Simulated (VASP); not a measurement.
# Be2ZnO3 (P1) in VASP: relaxation of cell and atoms with PBE

Aim: the relaxation of cell and atoms of Be2ZnO3 with PBE.

Program: VASP 6.6.1. These are calculated values, not measurements. Logs are shortened: lines on timing, memory, paths and dates and some standing lists are left out, and cuts for length are marked.

## Step 1: Starting point

The typed cell holds 12 atoms: a = 5.037 Å, b = 5.048 Å, c = 10.062 Å, α = 146.63°, β = 60.45°, γ = 131.55°.

The cell was built by a generator and needn't be a form met in nature.

## Step 2: Relaxation of cell and atoms, PBE

INCAR

```
PREC = Normal
ENCUT = 520
EDIFF = 1E-5
ISMEAR = 0
SIGMA = 0.05
LREAL = Auto
LASPH = T
NELM = 80
ALGO = Fast
ISIF = 3
LWAVE = F
LCHARG = F
GGA = PE
IBRION = 2
NSW = 110
EDIFFG = -0.03
ISYM = 0
KPAR = 4
```

KPOINTS

```
Automatic mesh
0
Gamma
  7 7 7
```

POSCAR

```
Be2ZnO3
1.0
   -1.4786641600      4.3512817000      2.0620499000
    1.4619931000     -4.3633042000      2.0757602400
    2.8640774900      8.6960165700     -4.1744042400
Be Zn O
4 2 6
Direct
    0.3379445000      0.0497663600      0.1767215400
    0.3399391300      0.0026973000      0.6621104000
    0.6916283000      0.9947408300      0.3339143100
    0.6748540300      0.9818708500      0.8364087700
    0.0057537900      0.0070792800      0.9964346900
    0.0111006200      0.9821408900      0.4890267600
    0.4691462900      0.2940368400      0.0991693400
    0.4580885000      0.2689649700      0.5883501100
    0.1048601100      0.2751321100      0.4049265200
    0.0792324400      0.2833362400      0.9158912200
    0.6641852100      0.1717861200      0.2436112600
    0.6721177500      0.1871894100      0.7573997900
```

Potentials or basis: VASP PAW PBE potentials, release 64 (Be, Zn, O).

On the command line:

```console
$ cat potpaw_PBE.64/Be/POTCAR potpaw_PBE.64/Zn/POTCAR potpaw_PBE.64/O/POTCAR > POTCAR
$ mpirun -np 4 vasp_std > vasp.out
```

OUTCAR:

```text
PREC = Normal
   ENCUT = 520
   EDIFF = 1E-5
   ISMEAR = 0
   LREAL = Auto
   LASPH = T
   NELM = 80
   ISIF = 3
   GGA = PE
   IBRION = 2
   NSW = 110
   EDIFFG = -0.03
   ISYM = 0

 ion  position               nearest neighbor table
   1  0.338  0.050  0.177-   7 1.61  11 1.61   9 1.64  10 1.81
   2  0.340  0.003  0.662-  12 1.62   8 1.70   9 1.72  10 1.84
   3  0.692  0.995  0.334-   9 1.65   7 1.66   8 1.77  11 1.81
   4  0.675  0.982  0.836-  10 1.60   8 1.69   7 1.75  12 1.76
   5  0.006  0.007  0.996-  10 1.91  12 1.97   7 2.00  11 2.02   6 2.83   6 2.96
   6  0.011  0.982  0.489-   8 1.91  11 1.95   9 1.97  12 2.10   5 2.83   5 2.96
   7  0.469  0.294  0.099-   1 1.61   3 1.66   4 1.75   5 2.00
   8  0.458  0.269  0.588-   4 1.69   2 1.70   3 1.77   6 1.91
   9  0.105  0.275  0.405-   1 1.64   3 1.65   2 1.72   6 1.97
  10  0.079  0.283  0.916-   4 1.60   1 1.81   2 1.84   5 1.91
  11  0.664  0.172  0.244-   1 1.61   3 1.81   6 1.95   5 2.02
  12  0.672  0.187  0.757-   2 1.62   4 1.76   5 1.97   6 2.10

IMPORTANT INFORMATION: All symmetrisations will be switched off!
NOSYMM: (Re-)initialisation of all symmetry stuff for point group C_1.

----------------------------------------------------------------------------------------

                                     Primitive cell

  volume of cell :     104.1681

  direct lattice vectors                    reciprocal lattice vectors
    -1.478664160  4.351281700  2.062049900     0.001568139  0.115660055  0.242016098
     1.461993100 -4.363304200  2.075760240     0.346513263  0.002560009  0.243077253
     2.864077490  8.696016570 -4.174404240     0.173081473  0.058406123  0.000867038

  length of vectors
     5.037077518  5.048230179 10.062270858     0.268237766  0.423278332  0.182672448

  position of ions in fractional coordinates (direct lattice)
     0.337944500  0.049766360  0.176721540
     0.339939130  0.002697300  0.662110400
     0.691628300  0.994740830  0.333914310
     0.674854030  0.981870850  0.836408770
     0.005753790  0.007079280  0.996434690
     0.011100620  0.982140890  0.489026760
     0.469146290  0.294036840  0.099169340
     0.458088500  0.268964970  0.588350110
     0.104860110  0.275132110  0.404926520
     0.079232440  0.283336240  0.915891220
     0.664185210  0.171786120  0.243611260
     0.672117750  0.187189410  0.757399790

  ion indices of the primitive-cell ions
   primitive index   ion index
                 1           1
                 2           2
                 3           3
                 4           4
                 5           5
                 6           6
                 7           7
                 8           8
                 9           9
                10          10
                11          11
                12          12

----------------------------------------------------------------------------------------

 KPOINTS: Automatic mesh

Automatic generation of k-mesh.
 Grid dimensions read from file:
 generate k-points for:    7    7    7

 Generating k-lattice:

  Cartesian coordinates                     Fractional coordinates (reciprocal lattice)
     0.000224020  0.016522865  0.034573728     0.142857143  0.000000000  0.000000000
     0.049501895  0.000365716  0.034725322     0.000000000  0.142857143  0.000000000
     0.024725925  0.008343732  0.000123863     0.000000000 -0.000000000  0.142857143

  Length of vectors
     0.038319681  0.060468333  0.026096064

  Shift w.r.t. Gamma in fractional coordinates (k-lattice)
     0.000000000  0.000000000  0.000000000

 Subroutine IBZKPT returns following result:
 ===========================================

 Found    172 irreducible k-points:

 Following reciprocal coordinates:
            Coordinates               Weight
  0.000000  0.000000  0.000000      1.000000
  0.142857  0.000000  0.000000      2.000000
  0.285714  0.000000  0.000000      2.000000
  0.428571 -0.000000  0.000000      2.000000
  0.000000  0.142857  0.000000      2.000000
  0.142857  0.142857  0.000000      2.000000
[... 16 lines left out ...]
 -0.428571  0.428571 -0.000000      2.000000
 -0.285714  0.428571 -0.000000      2.000000
 [... further k-points ...]
   k-points           NKPTS =    172   k-points in BZ     NKDIM =    172   number of bands    NBANDS=     41
   number of dos      NEDOS =    301   number of ions     NIONS =     12
   total plane-waves  NPLWV =  43904
   dimension x,y,z NGX =    28 NGY =   28 NGZ =   56
   dimension x,y,z NGXF=    56 NGYF=   56 NGZF=  112
   ions per type =               4   2   6
   NGX,Y,Z   is equivalent  to a cutoff of   9.24,  9.22,  9.25 a.u.
   NGXF,Y,Z  is equivalent  to a cutoff of  18.48, 18.44, 18.50 a.u.
 SYSTEM =  unknown system
   PREC   = normal    normal or accurate (medium, high low for compatibility)
   ISTART =      0    job   : 0-new  1-cont  2-samecut
   ICHARG =      2    charge: 1-file 2-atom 10-const
   ISPIN  =      1    spin polarized calculation?
   LNONCOLLINEAR =      F non collinear calculations
   LSORBIT =      F    spin-orbit coupling
   LASPH  =      T    aspherical Exc in radial PAW
   ENCUT  =  520.0 eV  38.22 Ry    6.18 a.u.   9.37  9.39 18.71*2*pi/ulx,y,z
   NELM   =     80;   NELMIN=  2; NELMDL= -5     # of ELM steps
   EDIFF  = 0.1E-04   stopping-criterion for ELM
   LREAL  =      T    real-space projection
   EDIFFG = -.3E-01   stopping-criterion for IOM
   NSW    =    110    number of steps for IOM
   IBRION =      2    ionic relax: 0-MD 1-quasi-New 2-CG
   NFREE  =      1    steps in history (QN), initial steepest desc. (CG)
   ISIF   =      3    stress and relaxation
   ISYM   =      0    0-nonsym 1-usesym 2-fastsym
   POTIM  = 0.5000    time-step for ionic-motion
   TEBEG  =    0.0;   TEEND  =   0.0 temperature during run
   PSTRESS=    0.0 pullay stress
   NELECT =      68.0000    total number of electrons
   NUPDOWN=      -1.0000    fix difference up-down
   EMIN   =  10.00;   EMAX   =-10.00  energy-range for DOS
   EFERMI =   0.00;   METHOD = LEGACY
   ISMEAR =     0;   SIGMA  =   0.05  broadening in eV -4-tet -1-fermi 0-gaus
   EFERMI_NEDOS =   21; number of points for ismear=-14 and -15
   IALGO  =     68    algorithm
   IMIX   =      4    mixing-type and parameters
     AMIX     =   0.40;   BMIX     =  1.00
     AMIX_MAG =   1.60;   BMIX_MAG =  1.00
  volume/ion in A,a.u.               =       8.68        58.58
  Fermi-wavevector in a.u.,A,eV,Ry     =   1.420146  2.683686 27.440415  2.016814
  Thomas-Fermi vector in A             =   2.541092
   LORBIT       =      0    0 simple, 1 ext, 2 COOP (PROOUT), +10 PAW based schemes
   GGA     = PE    functional components
   LHFCALC =     F    Hartree Fock is set to
   AEXX    =    0.0000 exact exchange contribution
   IVDW    =     0    specifies the selected vdW correction
   LEPSILON=     F    determine dielectric tensor
   LRPA    =     F    only Hartree local field effects (RPA)
 conjugate gradient relaxation of ions
 non-spin polarized calculation
 RMM-DIIS sequential band-by-band and
 Gauss-broadening in eV      SIGMA  =   0.05
  energy-cutoff  :      520.00
  volume of cell :      104.17
 maximum number of plane-waves:      2827
   NGX = 19   NGY = 19   NGZ = 37

--------------------------------------- Ionic step        1  -------------------------------------------

 number of electron      67.9999977 magnetization

 Free energy of the ion-electron system (eV)
  ---------------------------------------------------
  ext. energy  EPLUGINS =         0.00000000
  ---------------------------------------------------
  free energy    TOTEN  =       -73.45445526 eV

  energy without entropy =      -73.45445526  energy(sigma->0) =      -73.45445526

------------------------ aborting loop because EDIFF is reached ----------------------------------------

  FORCE on cell =-STRESS in cart. coord.  units (eV):
  Direction    XX          YY          ZZ          XY          YZ          ZX
  --------------------------------------------------------------------------------------
  -------------------------------------------------------------------------------------
  Total       -2.8130336      1.0568956     -0.5377745      0.5047601      0.9576686      1.1774916
  in kB      -43.2663992     16.2557837     -8.2713430      7.7635589     14.7296050     18.1106339
  external PRESSURE =     -11.7606528 kB  Pullay stress =       0.0000000 kB
[... 119 lines left out ...]
  FREE ENERGIE OF THE ION-ELECTRON SYSTEM (eV)
  ---------------------------------------------------
  free  energy   TOTEN  =       -73.9538066116 eV

  energy  without entropy=      -73.9538066116  energy(sigma->0) =      -73.95380661

[... ionic steps 4 to 11 ...]

--------------------------------------- Ionic step       12  -------------------------------------------

 number of electron      67.9999998 magnetization

------------------------ aborting loop because EDIFF is reached ----------------------------------------

  FORCE on cell =-STRESS in cart. coord.  units (eV):
  Direction    XX          YY          ZZ          XY          YZ          ZX
  --------------------------------------------------------------------------------------
  -------------------------------------------------------------------------------------
  Total       -0.2807389     -0.3683667     -0.3292417      0.0050186     -0.0506865     -0.0225898
  in kB       -4.4068828     -5.7824157     -5.1682529      0.0787789     -0.7956481     -0.3546021
  external PRESSURE =      -5.1191838 kB  Pullay stress =       0.0000000 kB
[... 77 lines left out ...]
  energy  without entropy=      -74.0443602887  energy(sigma->0) =      -74.04436029

--------------------------------------- Ionic step       14  -------------------------------------------

 number of electron      68.0000000 magnetization

 Free energy of the ion-electron system (eV)
  ---------------------------------------------------
  ext. energy  EPLUGINS =         0.00000000
  ---------------------------------------------------
  free energy    TOTEN  =       -74.04477183 eV

  energy without entropy =      -74.04477183  energy(sigma->0) =      -74.04477183

 E-fermi :   3.1099     XC(G=0): -11.2296

 val. band max:        2.8204778557   @ k =  -0.4286   0.4286   0.1429
 cond. band min:       5.9643576265   @ k =   0.0000   0.0000   0.0000
 fundamental gap:      3.1438797708
 Fermi energy:         3.1098883438

 k-point     1 :       0.0000    0.0000    0.0000
  band No.  band energies     occupation
      1     -15.8068      2.00000
      2     -14.4404      2.00000
      3     -14.3762      2.00000
      4     -14.2100      2.00000
      5     -14.0883      2.00000
      6     -14.0517      2.00000
[... 1045 lines left out ...]
     40      11.0073      0.00000
     41      13.8042      0.00000

 [... further k-points ...]

------------------------ aborting loop because EDIFF is reached ----------------------------------------

  FORCE on cell =-STRESS in cart. coord.  units (eV):
  Direction    XX          YY          ZZ          XY          YZ          ZX
  --------------------------------------------------------------------------------------
  -------------------------------------------------------------------------------------
  Total       -0.2007193     -0.1746095     -0.2139151      0.0011251      0.0066131     -0.0374707
  in kB       -3.1543267     -2.7440083     -3.3617006      0.0176815      0.1039252     -0.5888569
  external PRESSURE =      -3.0866785 kB  Pullay stress =       0.0000000 kB
[... 27 lines left out ...]
  FREE ENERGIE OF THE ION-ELECTRON SYSTEM (eV)
  ---------------------------------------------------
  free  energy   TOTEN  =       -74.0447718254 eV

  energy  without entropy=      -74.0447718254  energy(sigma->0) =      -74.04477183

 reached required accuracy - stopping structural energy minimisation
```

It took 15 min on 4 MPI ranks of Intel Xeon 6975P-C (Granite Rapids), shared host; peak memory 0.52 GiB.

What came out:

```yaml
Free_energy: -74.0448 eV
Relaxed_volume: 8.50 Å³/atom
Relaxed_cell: a = 5.005 Å, b = 5.007 Å, c = 10.011 Å, α = 147.02°, β = 60.21°, γ = 131.12°
Space_group_after_relaxing_to_0.05_Å: Imm2 (No. 44)
Energy_gained_by_relaxing: 49.2 meV/atom
Ionic_steps: 14
Pressure_after_relaxing: -0.3 GPa
Largest_force_after_relaxing: 0.023 eV/Å
Band_gap_on_the_k_mesh: 3.14 eV
```

Forces in eV/Å, atoms in the order of the input:
```
Be  -0.010 -0.011 -0.003
Be   0.006  0.003 -0.002
Be  -0.004 -0.003  0.004
Be  -0.010  0.012 -0.005
Zn   0.011  0.007 -0.006
Zn   0.004 -0.012 -0.015
O   -0.010  0.017  0.012
O   -0.003 -0.002  0.007
O    0.000 -0.006  0.003
O   -0.006  0.001 -0.009
O    0.013 -0.003  0.010
O    0.011 -0.001  0.004
```

Step by step:
```tsv
step	energy change (eV)	largest force (eV/Å)	pressure (GPa)	volume (Å³)
1	0.0000	1.5503	-1.18	104.17
2	-0.4909	0.7339	-1.68	103.20
3	-0.4994	0.8459	-1.56	103.05
4	-0.5727	0.2564	0.48	101.61
5	-0.5727	0.2604	0.54	101.63
6	-0.5856	0.1302	0.05	101.94
7	-0.5857	0.1548	-0.18	101.99
8	-0.5888	0.0686	0.05	101.90
9	-0.5890	0.0694	0.17	101.88
10	-0.5899	0.0393	-0.31	102.01
11	-0.5899	0.0403	-0.17	102.03
12	-0.5899	0.0534	-0.51	102.07
13	-0.5899	0.0456	-0.14	102.04
14	-0.5903	0.0227	-0.31	101.95
```

Final structure:
```xyz
12
Lattice="-1.4201 4.3300 2.0703 1.4217 -4.3303 2.0719 2.8408 8.6604 -4.1413" Properties=species:S:1:pos:R:3 pbc="T T T"
Be    0.0017    2.8514    0.0144
Be    1.4202    7.1809   -2.0565
Be    0.0007    5.8230    0.0134
Be    1.4228   10.1516   -2.0562
Zn    2.8367    8.6645   -4.1084
Zn    1.4166    4.3396   -2.0365
O     0.0022    1.6439    1.1582
O     1.4220    5.9766   -0.9111
O     1.4215    2.6987   -0.9117
O     2.8427    7.0271   -2.9807
O    -0.0014    4.3368    0.7253
O     1.4185    8.6665   -1.3451
```

Levels at points of the mesh, in eV from the valence-band top:
```tsv
k point	band 30	band 31	band 32	band 33	band 34	band 35	band 36	band 37	band 38	band 39
(0.00, 0.00, 0.00)	-1.62	-1.38	-0.59	-0.48	-0.02	3.14	5.41	7.73	7.97	8.57
```

Caveat: an odd mesh through Γ misses points on the zone boundary, where band edges often lie.
